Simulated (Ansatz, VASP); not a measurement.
## NiO2 in two plane-wave programs

One calculation is typed for both programs; each brings its own data sets. How far apart do they land? The cell is taken from a series of runs on this material, whose earlier steps may have relaxed, scaled, displaced or heated it; both programs get it as it stands.

Method: plane waves, with VASP 6.6.1 beside it; zone-centre phonons at PBEsol, in Ansatz 0.2.0.

## (1) Starting point

Symmetry: P-3m1, No. 164, trigonal system. The conventional cell has a = 2.785 Å, b = 2.785 Å, c = 4.777 Å, α = 90.00°, β = 90.00°, γ = 120.00°. Nearest to Ni lie 6 O at 1.86 Å. Nearest to O lie 3 Ni at 1.86 Å. Farther neighbours and most contacts between anions are not listed.

As a file:

```cif
data_structure
_symmetry_space_group_name_H-M 'P 1'
_symmetry_Int_Tables_number 1
_cell_length_a 2.7852
_cell_length_b 2.7852
_cell_length_c 4.7773
_cell_angle_alpha 90.000
_cell_angle_beta 90.000
_cell_angle_gamma 120.000
_cell_volume 32.09
loop_
_atom_site_label
_atom_site_type_symbol
_atom_site_fract_x
_atom_site_fract_y
_atom_site_fract_z
_atom_site_occupancy
Ni1 Ni 0.00000 0.00000 0.50000 1
O2 O 0.66667 0.33333 0.69483 1
O3 O 0.33333 0.66667 0.30517 1
```

## (2) VASP: zone-centre phonons, PBEsol

Second derivatives magnify differences that forces hide, and they need a tight electronic threshold.

Lines of VASP's logs that name or quote its potential files are left out, and so is its time.

INCAR reads:

```
SYSTEM = NiO2
PREC = Accurate
ENCUT = 600
EDIFF = 1E-08
NELM = 120
ISMEAR = 0
SIGMA = 0.01
LREAL = .FALSE.
ALGO = Normal
GGA = PS
NBANDS = 17
LASPH = .TRUE.
LORBIT = 11
LWAVE = .FALSE.
LCHARG = .FALSE.
ISIF = 2
IBRION = 8
LEPSILON = .TRUE.
GGA_COMPAT = .FALSE.
EFERMI = MIDGAP
KPAR = 2
```

POSCAR reads:

```
NiO2
1.0
    2.7852409922      0.0000000006      0.0000000000
   -1.3926204966      2.4120894546      0.0000000000
    0.0000000000      0.0000000000      4.7772653250
Ni O
1 2
Direct
    0.0000000000      0.0000000000      0.5000000000
    0.6666666667      0.3333333333      0.6948331000
    0.3333333333      0.6666666667      0.3051669000
```

KPOINTS reads:

```
Automatic mesh
0
Gamma
12 12 6
0 0 0
```

The projector-augmented-wave data sets are Ni and O (PBE family, release 64).

Launch:

```console
mpirun -np 2 vasp_std
```

Numbers of over 12 decimals in the logs are rounded to 6 here.

What it wrote:

```text
[banner, memory and clock lines left out]
running    2 mpi-ranks, on    1 nodes
 distrk:  each k-point on    1 cores,    2 groups
 distr:  one band on    1 cores,    1 groups

 POSCAR found type information on POSCAR NiO
 POSCAR found :  2 types and       3 ions
|                                                                             |
|               ----> ADVICE to this user running VASP <----                  |
|                                                                             |
|     You enforced a specific xc type in the INCAR file but a different       |
|     [... a line on the potential file left out ...]
|     I HOPE YOU KNOW WHAT YOU ARE DOING!                                     |
|                                                                             |

 LDA part: xc-table for (Slater+PW92), standard interpolation
 POSCAR, INCAR and KPOINTS ok, starting setup
 FFT: planning ... GRIDC
 FFT: planning ... GRID_SOFT
 FFT: planning ... GRID
 WAVECAR not read
 entering main loop
       N       E                     dE             d eps       ncg     rms          rms(c)
DAV:   1     0.176230552393E+03    0.17623E+03   -0.12932E+04  3416   0.173E+03
DAV:   2    -0.105927085764E+02   -0.18682E+03   -0.17474E+03  3743   0.351E+02
DAV:   3    -0.262309852703E+02   -0.15638E+02   -0.15466E+02  3969   0.117E+02
DAV:   4    -0.264493815571E+02   -0.21840E+00   -0.21813E+00  4331   0.139E+01
DAV:   5    -0.264524603160E+02   -0.30788E-02   -0.30779E-02  4114   0.162E+00    0.281E+01
DAV:   6    -0.323683725974E+02   -0.59159E+01   -0.59463E+01  4063   0.183E+02    0.463E+01
DAV:   7    -0.188526568473E+02    0.13516E+02   -0.21113E+01  4036   0.118E+02    0.555E+00
DAV:   8    -0.187871678050E+02    0.65489E-01   -0.24327E+00  4939   0.248E+01    0.317E+00
DAV:   9    -0.187796739675E+02    0.74938E-02   -0.24390E-01  4899   0.135E+01    0.106E+00
DAV:  10    -0.187647006540E+02    0.14973E-01   -0.51972E-02  3844   0.713E+00    0.472E-01
DAV:  11    -0.187634443524E+02    0.12563E-02   -0.54741E-03  5219   0.101E+00    0.113E-01
DAV:  12    -0.187634732628E+02   -0.28910E-04   -0.46676E-04  3671   0.220E-01    0.890E-02
DAV:  13    -0.187634081840E+02    0.65079E-04   -0.31362E-04  3590   0.487E-01    0.150E-02
DAV:  14    -0.187634077811E+02    0.40287E-06   -0.21610E-05  4112   0.439E-02    0.118E-02
DAV:  15    -0.187634073349E+02    0.44618E-06   -0.49353E-06  3588   0.617E-02    0.299E-03
DAV:  16    -0.187634071747E+02    0.16017E-06   -0.75989E-07  4346   0.864E-03    0.104E-03
DAV:  17    -0.187634071549E+02    0.19859E-07   -0.54012E-08  3586   0.359E-03    0.613E-04
DAV:  18    -0.187634071694E+02   -0.14480E-07   -0.37668E-09  3110   0.169E-03    0.179E-04
DAV:  19    -0.187634071763E+02   -0.69565E-08   -0.88479E-10  1779   0.384E-04
   1 F= -.18763407E+02 E0= -.18763407E+02  d E =0.000000E+00
 Linear response reoptimize wavefunctions to high precision
DAV:   1    -0.187634071768E+02   -0.47817E-09   -0.14727E-10  1901   0.243E-04
DAV:   2    -0.187634071769E+02   -0.70713E-10   -0.61880E-11  1760   0.763E-05
 Linear response G [H, r] |phi>, progress :
  Direction:   1
       N       E                     dE             d eps       ncg     rms
RMM:   1    -0.744647555064E+02   -0.74465E+02    0.81437E+01  7313   0.130E+02
RMM:   2    -0.684333007380E+02    0.60315E+01   -0.61501E+00  4902   0.450E+01
RMM:   3    -0.693972258053E+02   -0.96393E+00   -0.15837E+00  5958   0.107E+01
RMM:   4    -0.694228154785E+02   -0.25590E-01   -0.88357E-02  6175   0.201E+00
RMM:   5    -0.694249866854E+02   -0.21712E-02   -0.45274E-03  6168   0.489E-01
RMM:   6    -0.694251270562E+02   -0.14037E-03   -0.47721E-04  6253   0.150E-01
RMM:   7    -0.694251433391E+02   -0.16283E-04   -0.53032E-05  6205   0.482E-02
RMM:   8    -0.694251451737E+02   -0.18346E-05   -0.77507E-06  6180   0.162E-02
RMM:   9    -0.694251454331E+02   -0.25937E-06   -0.19348E-06  6091   0.578E-03
RMM:  10    -0.694251454842E+02   -0.51143E-07   -0.25858E-07  5892   0.215E-03
RMM:  11    -0.694251455206E+02   -0.36371E-07   -0.17227E-06  5427   0.984E-04
RMM:  12    -0.694251454952E+02    0.25423E-07    0.16177E-06  4637   0.561E-04
RMM:  13    -0.694251454563E+02    0.38847E-07    0.47241E-06  3549   0.430E-04
RMM:  14    -0.694251454634E+02   -0.70177E-08   -0.27171E-06  2825   0.385E-04
RMM:  15    -0.694251454852E+02   -0.21827E-07   -0.13113E-06  2551   0.375E-04
RMM:  16    -0.694251454586E+02    0.26540E-07    0.51955E-07  2428   0.369E-04
RMM:  17    -0.694251454802E+02   -0.21550E-07    0.22461E-06  2353   0.371E-04
 Linear response G [H, r] |phi>, progress :
  Direction:   2
       N       E                     dE             d eps       ncg     rms
RMM:   1    -0.736258920966E+02   -0.73626E+02    0.99201E+01  7239   0.131E+02
RMM:   2    -0.671749594902E+02    0.64509E+01   -0.68287E+00  4820   0.462E+01
[...]
change of polarisation eV/A/(eV/A) component  1 :     2.427     0.036    -0.052
 dielectric tensor                  component  1 :    14.686     0.205    -0.293
 Linear response to external field, progress :
  Direction:   2
       N       E                     dE             d eps       ncg     rms          rms(c)
RMM:   1    -0.118038203458E+01   -0.11804E+01   -0.63586E+00 14536   0.128E+01
[...]
change of polarisation eV/A/(eV/A) component  3 :    -0.133    -0.021     0.441
 dielectric tensor                  component  3 :    -0.748    -0.116     3.487
 Linear response DOF=           4
 Linear response progress:
  Degree of freedom:   1/  4
       N       E                     dE             d eps       ncg     rms          rms(c)
RMM:   1    -0.186117985147E+00   -0.18612E+00   -0.68369E-02 15142   0.450E+00
RMM:   2    -0.171458164837E+00    0.14660E-01   -0.12218E-02 12003   0.150E+00    0.386E-01
RMM:   3    -0.170804805573E+00    0.65336E-03   -0.18965E-03 13554   0.366E-01    0.231E-01
RMM:   4    -0.170904964602E+00   -0.10016E-03   -0.94064E-04 13280   0.258E-01    0.249E-02
RMM:   5    -0.170911998513E+00   -0.70339E-05   -0.34896E-05 14129   0.550E-02    0.135E-02
RMM:   6    -0.170947774660E+00   -0.35776E-04   -0.26035E-06 13765   0.151E-02    0.411E-03
RMM:   7    -0.170947963642E+00   -0.18898E-06   -0.35862E-07 12850   0.650E-03    0.118E-03
RMM:   8    -0.170946556496E+00    0.14071E-05   -0.11492E-07 14735   0.188E-03    0.528E-04
RMM:   9    -0.170944010846E+00    0.25457E-05    0.19183E-08 14636   0.721E-04    0.638E-05
RMM:  10    -0.170943779792E+00    0.23105E-06    0.34400E-09 14970   0.196E-04    0.421E-05
RMM:  11    -0.170943788678E+00   -0.88858E-08    0.36294E-09 14759   0.701E-05    0.878E-06
 first order change of Fermi-energy  -0.90252E-04
 force on displaced ion       1 direction 1 : -25.930  -0.000   0.000
 Born effective charge ion    1 direction 1 :   3.695   0.000   0.000
 Linear response progress:
  Degree of freedom:   2/  4
       N       E                     dE             d eps       ncg     rms          rms(c)
RMM:   1    -0.203728465092E+00   -0.20373E+00   -0.37861E-02  6466   0.423E+00
RMM:   2    -0.187571603714E+00    0.16157E-01   -0.64922E-03  4971   0.151E+00    0.390E-01
RMM:   3    -0.186960507471E+00    0.61110E-03   -0.23259E-03  5391   0.454E-01    0.247E-01
RMM:   4    -0.186744751229E+00    0.21576E-03   -0.61526E-04  5705   0.190E-01    0.206E-01
RMM:   5    -0.186590407949E+00    0.15434E-03   -0.80164E-04  5932   0.246E-01    0.274E-02
RMM:   6    -0.186655404339E+00   -0.64996E-04   -0.29955E-05  5940   0.476E-02    0.106E-02
RMM:   7    -0.186691994814E+00   -0.36590E-04   -0.15004E-06  5876   0.124E-02    0.231E-03
RMM:   8    -0.186681118741E+00    0.10876E-04    0.20426E-09  5963   0.318E-03    0.536E-04
RMM:   9    -0.186678677850E+00    0.24409E-05    0.30970E-07  5549   0.112E-03    0.321E-04
RMM:  10    -0.186676219859E+00    0.24580E-05    0.12986E-07  6043   0.594E-04    0.143E-04
RMM:  11    -0.186676859940E+00   -0.64008E-06   -0.92645E-08  6016   0.179E-04    0.279E-05
RMM:  12    -0.186676880629E+00   -0.20689E-07    0.35069E-08  6238   0.570E-05    0.877E-06
RMM:  13    -0.186676981111E+00   -0.10048E-06   -0.39461E-08  6131   0.227E-05    0.249E-06
RMM:  14    -0.186676976201E+00    0.49101E-08   -0.96409E-09  6188   0.116E-05    0.704E-07
 first order change of Fermi-energy  -0.52460E-03
 force on displaced ion       1 direction 3 :   0.000  -0.000 -32.520
 Born effective charge ion    1 direction 3 :  -0.000   0.000   0.455
 Linear response progress:
  Degree of freedom:   3/  4
       N       E                     dE             d eps       ncg     rms          rms(c)
RMM:   1    -0.352866531255E+00   -0.35287E+00    0.40258E-01 31995   0.488E+00
RMM:   2    -0.346983433975E+00    0.58831E-02   -0.80948E-03 20451   0.128E+00    0.216E-01
RMM:   3    -0.348224976153E+00   -0.12415E-02   -0.10554E-03 25705   0.275E-01    0.120E-01
RMM:   4    -0.349476706087E+00   -0.12517E-02   -0.13270E-04 21982   0.994E-02    0.185E-02
RMM:   5    -0.349480258683E+00   -0.35526E-05   -0.12960E-05 26579   0.317E-02    0.479E-03
RMM:   6    -0.349423541625E+00    0.56717E-04   -0.14483E-06 26773   0.988E-03    0.186E-03
RMM:   7    -0.349428968412E+00   -0.54268E-05   -0.17351E-07 26268   0.365E-03    0.170E-03
RMM:   8    -0.349433395665E+00   -0.44273E-05   -0.16015E-08 25075   0.181E-03    0.805E-04
RMM:   9    -0.349430737227E+00    0.26584E-05   -0.69073E-09 26493   0.842E-04    0.409E-04
RMM:  10    -0.349429628233E+00    0.11090E-05    0.49473E-09 26591   0.428E-04    0.719E-05
RMM:  11    -0.349429944885E+00   -0.31665E-06   -0.89768E-09 26933   0.127E-04    0.439E-05
RMM:  12    -0.349429793115E+00    0.15177E-06   -0.11773E-08 26443   0.583E-05    0.628E-06
RMM:  13    -0.349429748725E+00    0.44390E-07   -0.13408E-08 27836   0.312E-05    0.228E-06
RMM:  14    -0.349429742113E+00    0.66119E-08   -0.65199E-09 27555   0.214E-05    0.951E-07
 first order change of Fermi-energy   0.87335E-05
 force on displaced ion       2 direction 1 : -13.873  -0.000   0.000
 Born effective charge ion    2 direction 1 :  -1.848   0.000   0.000
 Linear response progress:
  Degree of freedom:   4/  4
       N       E                     dE             d eps       ncg     rms          rms(c)
RMM:   1    -0.391443886398E+00   -0.39144E+00    0.34463E-01  7048   0.498E+00
RMM:   2    -0.380392112521E+00    0.11052E-01   -0.88248E-03  5004   0.111E+00    0.388E-01
RMM:   3    -0.381998387673E+00   -0.16063E-02   -0.34318E-03  5628   0.510E-01    0.357E-01
RMM:   4    -0.380668664855E+00    0.13297E-02   -0.10149E-03  4952   0.371E-01    0.166E-01
RMM:   5    -0.381358503705E+00   -0.68984E-03   -0.23917E-04  4890   0.182E-01    0.111E-01
RMM:   6    -0.381316319209E+00    0.42184E-04   -0.95903E-05  4903   0.113E-01    0.261E-02
RMM:   7    -0.381378442198E+00   -0.62123E-04   -0.15028E-05  5906   0.326E-02    0.565E-03
RMM:   8    -0.381335108912E+00    0.43333E-04   -0.13217E-06  5941   0.879E-03    0.215E-03
RMM:   9    -0.381329261358E+00    0.58476E-05   -0.87502E-08  5879   0.289E-03    0.938E-04
RMM:  10    -0.381324667936E+00    0.45934E-05   -0.48352E-08  6045   0.126E-03    0.186E-04
RMM:  11    -0.381326649178E+00   -0.19812E-05   -0.99169E-09  6030   0.439E-04    0.630E-05
RMM:  12    -0.381326837888E+00   -0.18871E-06   -0.20354E-08  6240   0.160E-04    0.244E-05
RMM:  13    -0.381326939392E+00   -0.10150E-06   -0.25774E-08  6135   0.708E-05    0.653E-06
RMM:  14    -0.381326888665E+00    0.50727E-07   -0.18937E-08  6124   0.330E-05    0.362E-06
RMM:  15    -0.381326890118E+00   -0.14536E-08   -0.18849E-08  5978   0.213E-05    0.793E-07
 first order change of Fermi-energy  -0.11808E+01
 force on displaced ion       2 direction 3 :  -0.000  -0.000 -17.744
 Born effective charge ion    2 direction 3 :   0.000  -0.000  -0.227
 Born effective charges drift removed
 Linear response finished
```

(Part 1 of 2 ends here.)

[Lines on the potential files, build, host, timing and source positions are cut from VASP's logs without a mark.]

[Logs are printed without paths, hosts, clocks, repeated set-up lines and the standing remarks that a program may print on its own settings, such as how far it seeks lower states.]

[Hosts, paths, dates, database ids (printed as entryN), source tags and the programs' standing remarks are cut or masked in the printed files.]
